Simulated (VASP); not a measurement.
Input:

```xyz
2
Lattice="0.0000 2.2983 2.2983 2.2983 0.0000 2.2983 2.2983 2.2983 0.0000" Properties=species:S:1:pos:R:3 pbc="T T T"
Hf     0.0000     0.0000     0.0000
N      2.2983     2.2983     2.2983
```

All values below come from PBE GGA with D4 dispersion, VASP's PBE PAW potentials (set 64) (plane waves; VASP). Settings: 520 eV cut-off, 14×14×14 Γ-centred mesh, first-order Methfessel-Paxton smearing of 0.10 eV, potentials Hf_pv N.

Unless said otherwise, spin-orbit coupling is left out, though it shifts the bands of the heavy elements here.

Question: Predict the energy per atom (σ→0), pressure, band gap (on the k-mesh) with the smallest direct gap where there is one.

Answer: 
- band gap (on the k-mesh): none (metal, semimetal or under 0.01 eV)
- energy per atom (σ→0): -11.126 eV/atom
- pressure: -14.30 GPa

The absolute energy has meaning only against runs of the same code, potentials and settings.

The compound is HfN in the rock salt structure. This cell is one point of a volume scan, at 1.06 of the reference volume. The electron count is odd and the run is not spin-polarised, which forces a metal.
